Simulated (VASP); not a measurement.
Data:

```
CELL_PARAMETERS angstrom
      0.00000     2.29081     2.29081
      2.29081     0.00000     2.29081
      2.29081     2.29081     0.00000
ATOMIC_POSITIONS crystal
  Fe 0.00000 0.00000 0.00000
  P  0.50000 0.50000 0.50000
```
Starting moments (μB, in the order of the record's atoms Fe P): 1.1 0.0.

Calculation: PBEsol GGA, VASP's PBE PAW potentials (set 64) (plane waves; VASP). Run with 400 eV cut-off, Gaussian smearing of 0.050 eV, potentials Fe P.

**Question.** Give the spin-up energies of bands 2 to 10 at the high-symmetry points, in eV from the Fermi level.

**Answer.** 
```csv
band,Γ,X,U,L,W
2,-2.50,-6.45,-6.02,-8.02,-5.58
3,-2.50,-3.81,-5.71,-4.23,-5.58
4,-2.50,-1.95,-3.55,-4.23,-4.63
5,-2.26,-1.95,-1.78,-1.26,-0.99
6,-2.26,-1.72,-1.16,-1.26,-0.91
7,1.47,-0.99,-0.66,-0.57,-0.91
8,1.47,-0.99,0.01,4.84,-0.55
9,1.47,0.14,0.94,4.84,0.11
10,10.14,3.83,5.47,5.22,8.98
```

**Question.** Give the spin-down energies of bands 2 to 10 at the high-symmetry points, in eV from the Fermi level.

**Answer.** 
| band | Γ | X | U | L | W |
|---|---|---|---|---|---|
| 2 | -1.62 | -6.41 | -5.92 | -7.86 | -5.42 |
| 3 | -1.62 | -3.12 | -5.51 | -3.82 | -5.42 |
| 4 | -1.59 | -1.91 | -3.21 | -3.82 | -4.39 |
| 5 | -1.59 | -1.91 | -1.04 | -0.21 | -0.01 |
| 6 | -1.59 | -1.03 | -0.05 | -0.21 | 0.00 |
| 7 | 1.49 | 0.14 | 0.41 | 0.46 | 0.00 |
| 8 | 1.49 | 0.14 | 0.63 | 5.23 | 0.14 |
| 9 | 1.49 | 0.73 | 1.33 | 5.23 | 0.78 |
| 10 | 10.27 | 4.18 | 5.84 | 5.24 | 9.24 |

It has no gap at this level: it comes out as a metal or semimetal.

The structure was generated: FeP was put into the rock salt type (Fm-3m), which need not be its known phase. It was relaxed first, which changed the volume by -30 %.
